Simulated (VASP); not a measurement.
The system is C.

```
C
1.0
     2.46100    0.00000    0.00000
    -1.23050    2.13129    0.00000
     0.00000    0.00000    7.37880
C
4
Direct
  0.00000 0.00000 0.25000
  0.33333 0.66667 0.25000
  0.00000 0.00000 0.75000
  0.66667 0.33333 0.75000
```

The cell was built by a generator and needn't be a form met in nature.

Base run:

```yaml
Program: VASP 6.6.1
Functional: SCAN
Potentials_or_basis: VASP PAW PBE potentials, release 64 (C)
Cutoff: 520 eV
k_mesh: 16 × 16 × 4
Occupations: fermi-dirac, width 0.05 eV
Spin: no spin polarisation
```

Its results: band gap on the k mesh 0.87 eV, direct; pressure -2.7 GPa.

The run is repeated on the same cell with these changes: functional from SCAN to r2SCAN. What comes out?

Band gap on the k mesh 0.88 eV, direct; pressure -1.2 GPa.

Caveats: the PAW data sets were made with another functional, which shifts forces and pressure a little.

A k mesh can miss the band edges.
